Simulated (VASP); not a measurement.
# ZnBi3 (Pm-3m) in VASP: reference runs

How does ZnBi3 come out in PBE? The cell is run as given and disturbed.

All numbers are computed with VASP 6.6.1; they aren't measurements. Logs are shortened: lines on timing, memory, paths and dates and some standing lists are left out, and cuts for length are marked.

## 1. The crystal as given

It takes space group Pm-3m (No. 221, cubic). Conventional cell: a = 4.873 Å, b = 4.873 Å, c = 4.873 Å, α = 90.00°, β = 90.00°, γ = 90.00°. Bi (site symmetry 4/mmm) has 8 Bi at 3.45 Å and 4 Zn at 3.45 Å as nearest neighbours. Zn (site symmetry m-3m) is surrounded by 12 Bi at 3.45 Å.

The cell comes from a database or a generator and needn't be the stable form of this composition.

## 2. Single point, PBE

Contents of INCAR:

```
SYSTEM = ZnBi3
PREC = Accurate
ENCUT = 520
EDIFF = 1E-7
ISMEAR = -1
SIGMA = 0.05
LREAL = .FALSE.
LASPH = .TRUE.
NELM = 100
ALGO = Normal
ISIF = 2
LWAVE = .FALSE.
LCHARG = .TRUE.
GGA = PE
LELF = .TRUE.
LVHAR = .TRUE.
NBANDS = 36
```

Contents of KPOINTS:

```
regular mesh
0
G
  6 6 6
  0 0 0
```

Contents of POSCAR:

```
ZnBi3
1.0
    4.8731640000      0.0000000000      0.0000000000
    0.0000000000      4.8731640000      0.0000000000
    0.0000000000      0.0000000000      4.8731640000
Bi Zn
3 1
Direct
    0.5000000000      0.5000000000      0.0000000000
    0.5000000000      0.0000000000      0.5000000000
    0.0000000000      0.5000000000      0.5000000000
    0.0000000000      0.0000000000      0.0000000000
```

Potentials or basis: VASP PAW PBE potentials, release 64 (Bi_d, Zn).

The run is started by

```bash
$ cat potpaw_PBE.64/Bi_d/POTCAR potpaw_PBE.64/Zn/POTCAR > POTCAR
$ mpirun -np 1 vasp_std > vasp.out
```

OUTCAR:

```text
SYSTEM = ZnBi3
   PREC = Accurate
   ENCUT = 520
   EDIFF = 1E-7
   ISMEAR = -1
   LREAL = .FALSE.
   LASPH = .TRUE.
   NELM = 100
   ISIF = 2
   GGA = PE

 ion  position               nearest neighbor table
   1  0.500  0.500  0.000-   2 3.45   3 3.45   4 3.45   2 3.45   3 3.45   2 3.45   4 3.45   2 3.45
                             3 3.45   4 3.45   3 3.45   4 3.45
   2  0.500  0.000  0.500-   1 3.45   3 3.45   4 3.45   1 3.45   4 3.45   1 3.45   3 3.45   1 3.45
                             3 3.45   4 3.45   4 3.45   3 3.45
   3  0.000  0.500  0.500-   1 3.45   2 3.45   4 3.45   1 3.45   4 3.45   2 3.45   4 3.45   4 3.45
                             1 3.45   2 3.45   1 3.45   2 3.45
   4  0.000  0.000  0.000-   1 3.45   2 3.45   3 3.45   2 3.45   3 3.45   1 3.45   3 3.45   3 3.45
                             1 3.45   2 3.45   2 3.45   1 3.45

  LATTYP: Found a simple cubic cell.
 ALAT       =     4.8731640000

  Lattice vectors:

 A1 = (   4.8731640000,   0.0000000000,   0.0000000000)
 A2 = (   0.0000000000,   4.8731640000,   0.0000000000)
 A3 = (   0.0000000000,   0.0000000000,   4.8731640000)

Analysis of symmetry for initial positions (statically):
=====================================================================
 Subroutine PRICEL returns:
 Original cell was already a primitive cell.

 Routine SETGRP: Setting up the symmetry group for a
 simple cubic supercell.

 Subroutine GETGRP returns: Found 48 space group operations
 (whereof 48 operations were pure point group operations)
 out of a pool of 48 trial point group operations.

The static configuration has the point symmetry O_h .

Analysis of symmetry for dynamics (positions and initial velocities):
=====================================================================
 Subroutine PRICEL returns:
 Original cell was already a primitive cell.

 Routine SETGRP: Setting up the symmetry group for a
 simple cubic supercell.

 Subroutine GETGRP returns: Found 48 space group operations
 (whereof 48 operations were pure point group operations)
 out of a pool of 48 trial point group operations.

The dynamic configuration has the point symmetry O_h .

 Subroutine INISYM returns: Found 48 space group operations
 (whereof 48 operations are pure point group operations),
 and found     1 'primitive' translations

----------------------------------------------------------------------------------------
[... 90 lines left out ...]
   ENCUT  =  520.0 eV  38.22 Ry    6.18 a.u.   9.06  9.06  9.06*2*pi/ulx,y,z
   NELM   =    100;   NELMIN=  2; NELMDL= -5     # of ELM steps
   EDIFF  = 0.1E-06   stopping-criterion for ELM
   LREAL  =      F    real-space projection
   EDIFFG = 0.1E-05   stopping-criterion for IOM
   NSW    =      0    number of steps for IOM
   IBRION =     -1    ionic relax: 0-MD 1-quasi-New 2-CG
   NFREE  =      0    steps in history (QN), initial steepest desc. (CG)
   ISIF   =      2    stress and relaxation
   ISYM   =      2    0-nonsym 1-usesym 2-fastsym
   POTIM  = 0.5000    time-step for ionic-motion
   TEBEG  =    0.0;   TEEND  =   0.0 temperature during run
   PSTRESS=    0.0 pullay stress
   NELECT =      57.0000    total number of electrons
   NUPDOWN=      -1.0000    fix difference up-down
   EMIN   =  10.00;   EMAX   =-10.00  energy-range for DOS
   EFERMI =   0.00;   METHOD = LEGACY
   ISMEAR =    -1;   SIGMA  =   0.05  broadening in eV -4-tet -1-fermi 0-gaus
   EFERMI_NEDOS =   21; number of points for ismear=-14 and -15
   IALGO  =     38    algorithm
   IMIX   =      4    mixing-type and parameters
     AMIX     =   0.40;   BMIX     =  1.00
     AMIX_MAG =   1.60;   BMIX_MAG =  1.00
  volume/ion in A,a.u.               =      28.93       195.24
  Fermi-wavevector in a.u.,A,eV,Ry     =   1.292872  2.443173 22.742372  1.671517
  Thomas-Fermi vector in A             =   2.424553
   LORBIT       =      0    0 simple, 1 ext, 2 COOP (PROOUT), +10 PAW based schemes
   GGA     = PE    functional components
   LHFCALC =     F    Hartree Fock is set to
   AEXX    =    0.0000 exact exchange contribution
   IVDW    =     0    specifies the selected vdW correction
   LEPSILON=     F    determine dielectric tensor
   LRPA    =     F    only Hartree local field effects (RPA)
 non-spin polarized calculation
  energy-cutoff  :      520.00
  volume of cell :      115.73
 maximum number of plane-waves:      3136
   NGX = 19   NGY = 19   NGZ = 19

 number of electron      57.0000006 magnetization

 Free energy of the ion-electron system (eV)
  ---------------------------------------------------
  ext. energy  EPLUGINS =         0.00000000
  ---------------------------------------------------
  free energy    TOTEN  =       -12.06048435 eV

  energy without entropy =      -12.03850088  energy(sigma->0) =      -12.04949262

 E-fermi :   6.3833     XC(G=0): -10.1650

 val. band max:        6.3331581774   @ k =   0.3333   0.1667   0.1667
 cond. band min:       6.4439701073   @ k =   0.5000   0.1667   0.0000
 fundamental gap:      0.1108119299
 Fermi energy:         6.3833281571

 k-point     1 :       0.0000    0.0000    0.0000
  band No.  band energies     occupation
      1     -16.5252      2.00000
      2     -16.5252      2.00000
      3     -16.5252      2.00000
      4     -16.4972      2.00000
      5     -16.4342      2.00000
      6     -16.4342      2.00000
[... 769 lines left out ...]
     35      13.4453      0.00000
     36      13.4453      0.00000

------------------------ aborting loop because EDIFF is reached ----------------------------------------

  FORCE on cell =-STRESS in cart. coord.  units (eV):
  Direction    XX          YY          ZZ          XY          YZ          ZX
  --------------------------------------------------------------------------------------
  -------------------------------------------------------------------------------------
  Total       -0.0722818     -0.0722818     -0.0722818      0.0000000     -0.0000000     -0.0000000
  in kB       -1.0007060     -1.0007060     -1.0007060      0.0000000     -0.0000000     -0.0000000
  external PRESSURE =      -1.0007060 kB  Pullay stress =       0.0000000 kB

 VOLUME and BASIS-vectors are now :
 -----------------------------------------------------------------------------
  energy-cutoff  :      520.00
  volume of cell :      115.73
      direct lattice vectors                 reciprocal lattice vectors
     4.873164000  0.000000000  0.000000000     0.205205489  0.000000000  0.000000000
     0.000000000  4.873164000  0.000000000     0.000000000  0.205205489  0.000000000
     0.000000000  0.000000000  4.873164000     0.000000000  0.000000000  0.205205489

 POSITION                                       TOTAL-FORCE (eV/Angst)
 -----------------------------------------------------------------------------------
      2.43658      2.43658      0.00000         0.000000      0.000000      0.000000
      2.43658      0.00000      2.43658         0.000000      0.000000      0.000000
      0.00000      2.43658      2.43658         0.000000      0.000000      0.000000
      0.00000      0.00000      0.00000         0.000000      0.000000      0.000000
 -----------------------------------------------------------------------------------
    total drift:                                0.000000      0.000000      0.000000

  FREE ENERGIE OF THE ION-ELECTRON SYSTEM (eV)
  ---------------------------------------------------
  free  energy   TOTEN  =       -12.0604843484 eV

  energy  without entropy=      -12.0385008830  energy(sigma->0) =      -12.04949262
```

OSZICAR:

```text
N       E                     dE             d eps       ncg     rms          rms(c)
DAV:   1     0.616472189710E+03    0.61647E+03   -0.29829E+04  1440   0.203E+03
DAV:   2     0.563231313214E+02   -0.56015E+03   -0.55238E+03  1440   0.531E+02
DAV:   3    -0.904835986244E+01   -0.65371E+02   -0.64305E+02  1676   0.192E+02
DAV:   4    -0.120045283606E+02   -0.29562E+01   -0.29343E+01  1604   0.419E+01
DAV:   5    -0.121356258102E+02   -0.13110E+00   -0.13107E+00  1936   0.808E+00    0.148E+00
DAV:   6    -0.120640150655E+02    0.71611E-01   -0.36699E-01  1824   0.570E+00    0.130E+00
DAV:   7    -0.120607329791E+02    0.32821E-02   -0.41167E-02  1540   0.184E+00    0.586E-01
DAV:   8    -0.120603246783E+02    0.40830E-03   -0.77700E-03  1640   0.751E-01    0.125E-01
DAV:   9    -0.120604749529E+02   -0.15027E-03   -0.67944E-04  1564   0.233E-01    0.292E-02
DAV:  10    -0.120604832034E+02   -0.82505E-05   -0.97894E-05  1604   0.979E-02    0.144E-02
DAV:  11    -0.120604842034E+02   -0.99995E-06   -0.89396E-06  1708   0.182E-02    0.210E-03
DAV:  12    -0.120604844035E+02   -0.20013E-06   -0.93926E-07  1660   0.728E-03    0.769E-04
DAV:  13    -0.120604843484E+02    0.55063E-07   -0.59954E-08   816   0.205E-03
   1 F= -.12060484E+02 E0= -.12049493E+02  d E =-.219835E-01
```

stdout:

```text
POSCAR found type information on POSCAR BiZn
 POSCAR found :  2 types and       4 ions
 scaLAPACK will be used
 LDA part: xc-table for (Slater+PW92), standard interpolation
 POSCAR, INCAR and KPOINTS ok, starting setup
 FFT: planning ... GRIDC
 FFT: planning ... GRID_SOFT
 FFT: planning ... GRID
 WAVECAR not read
 entering main loop
```

Run time: 43 s. Hardware: 1 thread of Intel Xeon Platinum 8375C at 2.90GHz (Ice Lake), shared host; peak memory 0.23 GiB.

What came out:

| Item | Value |
| --- | --- |
| Free energy | -12.0605 eV |
| Pressure | -0.1 GPa |
| Band gap on the k mesh | none (metal or under the smearing width) |

Caveat: spin-orbit coupling is left out, which moves the levels of the heavy elements.

## 3. Single point, PBE (atoms moved at random, drawn with an rms of 0.05 Å)

INCAR is that of step 2.

KPOINTS is that of step 2.

Contents of POSCAR:

```
ZnBi3
1.0
    4.8731640000      0.0000000000      0.0000000000
    0.0000000000      4.8731640000      0.0000000000
    0.0000000000      0.0000000000      4.8731640000
Bi Zn
3 1
Direct
    0.5012740000      0.5034330000      0.0077510000
    0.5021730000     -0.0099330000      0.5044280000
   -0.0092120000      0.5031560000      0.4995730000
   -0.0008890000      0.0012990000     -0.0030800000
```

Potentials or basis: VASP PAW PBE potentials, release 64 (Bi_d, Zn).

The run is started by

```bash
$ cat potpaw_PBE.64/Bi_d/POTCAR potpaw_PBE.64/Zn/POTCAR > POTCAR
$ mpirun -np 1 vasp_std > vasp.out
```

OUTCAR:

```text
SYSTEM = ZnBi3
   PREC = Accurate
   ENCUT = 520
   EDIFF = 1E-7
   ISMEAR = -1
   LREAL = .FALSE.
   LASPH = .TRUE.
   NELM = 100
   ISIF = 2
   GGA = PE

 ion  position               nearest neighbor table
   1  0.501  0.503  0.008-   3 3.38   2 3.39   2 3.41   4 3.43   3 3.44   4 3.45   4 3.45   3 3.45
                             4 3.46   2 3.48   2 3.50   3 3.51
   2  0.502  0.990  0.504-   3 3.36   1 3.39   4 3.41   1 3.41   4 3.43   3 3.44   3 3.45   4 3.46
                             1 3.48   4 3.48   1 3.50   3 3.53
   3  0.991  0.503  0.500-   2 3.36   1 3.38   4 3.43   1 3.44   2 3.44   4 3.44   4 3.45   2 3.45
                             1 3.45   4 3.46   1 3.51   2 3.53
   4  0.999  0.001  0.997-   2 3.41   3 3.43   2 3.43   1 3.43   3 3.44   1 3.45   1 3.45   3 3.45
                             1 3.46   3 3.46   2 3.46   2 3.48

  LATTYP: Found a simple cubic cell.
 ALAT       =     4.8731640000

  Lattice vectors:

 A1 = (   4.8731640000,   0.0000000000,   0.0000000000)
 A2 = (   0.0000000000,   4.8731640000,   0.0000000000)
 A3 = (   0.0000000000,   0.0000000000,   4.8731640000)

Analysis of symmetry for initial positions (statically):
=====================================================================
 Subroutine PRICEL returns:
 Original cell was already a primitive cell.

 Routine SETGRP: Setting up the symmetry group for a
 simple cubic supercell.

 Subroutine GETGRP returns: Found  1 space group operations
 (whereof  1 operations were pure point group operations)
 out of a pool of 48 trial point group operations.

The static configuration has the point symmetry C_1 .

Analysis of symmetry for dynamics (positions and initial velocities):
=====================================================================
 Subroutine PRICEL returns:
 Original cell was already a primitive cell.

 Routine SETGRP: Setting up the symmetry group for a
 simple cubic supercell.

 Subroutine GETGRP returns: Found  1 space group operations
[... 121 lines left out ...]
   EFERMI =   0.00;   METHOD = LEGACY
   ISMEAR =    -1;   SIGMA  =   0.05  broadening in eV -4-tet -1-fermi 0-gaus
   EFERMI_NEDOS =   21; number of points for ismear=-14 and -15
   IALGO  =     38    algorithm
   IMIX   =      4    mixing-type and parameters
     AMIX     =   0.40;   BMIX     =  1.00
     AMIX_MAG =   1.60;   BMIX_MAG =  1.00
  volume/ion in A,a.u.               =      28.93       195.24
  Fermi-wavevector in a.u.,A,eV,Ry     =   1.292872  2.443173 22.742372  1.671517
  Thomas-Fermi vector in A             =   2.424553
   LORBIT       =      0    0 simple, 1 ext, 2 COOP (PROOUT), +10 PAW based schemes
   GGA     = PE    functional components
   LHFCALC =     F    Hartree Fock is set to
   AEXX    =    0.0000 exact exchange contribution
   IVDW    =     0    specifies the selected vdW correction
   LEPSILON=     F    determine dielectric tensor
   LRPA    =     F    only Hartree local field effects (RPA)
 non-spin polarized calculation
  energy-cutoff  :      520.00
  volume of cell :      115.73
 maximum number of plane-waves:      3136
   NGX = 19   NGY = 19   NGZ = 19

 number of electron      57.0000011 magnetization

 Free energy of the ion-electron system (eV)
  ---------------------------------------------------
  ext. energy  EPLUGINS =         0.00000000
  ---------------------------------------------------
  free energy    TOTEN  =       -12.05059248 eV

  energy without entropy =      -12.02828842  energy(sigma->0) =      -12.03944045

 E-fermi :   6.3829     XC(G=0): -10.1635

 val. band max:        6.3329990562   @ k =  -0.3333  -0.1667   0.1667
 cond. band min:       6.4365896947   @ k =   0.0000   0.1667   0.5000
 fundamental gap:      0.1035906385
 Fermi energy:         6.3829114951

 k-point     1 :       0.0000    0.0000    0.0000
  band No.  band energies     occupation
      1     -16.5275      2.00000
      2     -16.5267      2.00000
      3     -16.5260      2.00000
      4     -16.4982      2.00000
      5     -16.4355      2.00000
      6     -16.4344      2.00000
[... 925 lines left out ...]
     35      11.1603      0.00000
     36      12.7979      0.00000

 [... further k-points ...]
[... 5 lines left out ...]
  --------------------------------------------------------------------------------------
  -------------------------------------------------------------------------------------
  Total        0.0056371     -0.0062276      0.0072565     -0.0325205      0.0160674      0.0201564
  in kB        0.0780433     -0.0862178      0.1004621     -0.4502297      0.2224457      0.2790551
  external PRESSURE =       0.0307625 kB  Pullay stress =       0.0000000 kB

 VOLUME and BASIS-vectors are now :
 -----------------------------------------------------------------------------
  energy-cutoff  :      520.00
  volume of cell :      115.73
      direct lattice vectors                 reciprocal lattice vectors
     4.873164000  0.000000000  0.000000000     0.205205489  0.000000000  0.000000000
     0.000000000  4.873164000  0.000000000     0.000000000  0.205205489  0.000000000
     0.000000000  0.000000000  4.873164000     0.000000000  0.000000000  0.205205489

 POSITION                                       TOTAL-FORCE (eV/Angst)
 -----------------------------------------------------------------------------------
      2.44279      2.45331      0.03777        -0.084742     -0.096979     -0.058616
      2.44717      4.82476      2.45816        -0.082581      0.163058      0.039469
      4.82827      2.45196      2.43450         0.138336     -0.098821      0.021611
      4.86883      0.00633      4.85815         0.028987      0.032743     -0.002463
 -----------------------------------------------------------------------------------
    total drift:                               -0.000029     -0.000317      0.000165

  FREE ENERGIE OF THE ION-ELECTRON SYSTEM (eV)
  ---------------------------------------------------
  free  energy   TOTEN  =       -12.0505924817 eV

  energy  without entropy=      -12.0282884204  energy(sigma->0) =      -12.03944045
```

stdout:

```text
POSCAR found type information on POSCAR BiZn
 POSCAR found :  2 types and       4 ions
 scaLAPACK will be used
 LDA part: xc-table for (Slater+PW92), standard interpolation
 POSCAR, INCAR and KPOINTS ok, starting setup
 FFT: planning ... GRIDC
 FFT: planning ... GRID_SOFT
 FFT: planning ... GRID
 WAVECAR not read
 entering main loop
```

Wall time 3.5 min (1 thread of Intel Xeon Platinum 8375C at 2.90GHz (Ice Lake), shared host); peak memory 0.47 GiB.

Results:

```yaml
Free_energy: -12.0506 eV
Pressure: 0.0 GPa
Largest_force: 0.187 eV/Å
Band_gap_on_the_k_mesh: none (metal or under the smearing width)
```

Forces on the atoms (eV/Å):
```
Bi  -0.085 -0.097 -0.059
Bi  -0.083  0.163  0.039
Bi   0.138 -0.099  0.022
Zn   0.029  0.033 -0.002
```

Caveat: spin-orbit coupling is left out, which moves the levels of the heavy elements.
